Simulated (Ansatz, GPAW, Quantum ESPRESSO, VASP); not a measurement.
**Code comparison for Ca (Fm-3m, 1 atom in the cell)**

Self-consistent single point, at a second geometry (lattice scaled by 0.98). First geometry:

```yaml
crystal:
  lattice:
    - [0.00000, 2.79000, 2.79000]
    - [2.79000, 0.00000, 2.79000]
    - [2.79000, 2.79000, 0.00000]
  atoms:
    - { symbol: Ca, position: [0.00000, 0.00000, 0.00000] }
```

Shared settings, as Ansatz (an electronic-structure program) writes them: kpoints.mp_grid.grid = 8 8 8; scf.occupations.method = gaussian; scf.occupations.width = 0.0147 Ry. Potentials and cutoffs stand in the table.

| code | model | ΔF from the first geometry (meV/atom) | pressure (GPa) | cutoff |
|---|---|---|---|---|
| VASP | PBE, VASP's PBE PAW potentials (set 64) | 1.3 | 0.43 | 300 eV |
| GPAW | PBE, GPAW PAW datasets PBE (gpaw-data 1.0.1) | 1.9 | 0.64 | 600 eV |
| Ansatz | PBE, default PAW files | 0.5 | 0.58 | default |
| Quantum ESPRESSO | PBE, PseudoDojo standard norm-conserving (PBE) pseudopotentials | 0.4 | 0.55 | 70 Ry |

The spread over the programs that give each value: ΔF from the first geometry within 1.5 meV/atom; pressure within 0.21 GPa.

Ansatz's pressure is given at a fixed set of plane waves, as the other plane-wave codes print theirs.

VASP's run is marked for a possible Pulay error in its stress at this cutoff; no cutoff test was made.

The starting cell has typed, rounded lattice constants, without a prior relaxation at this level. For this run, on top of that: lattice scaled by 0.98.

Left out of this page: ABINIT, CP2K, PySCF, Elk, FLEUR and SIESTA (not drawn, or without a comparable value).

Keys are those of Ansatz 0.2.
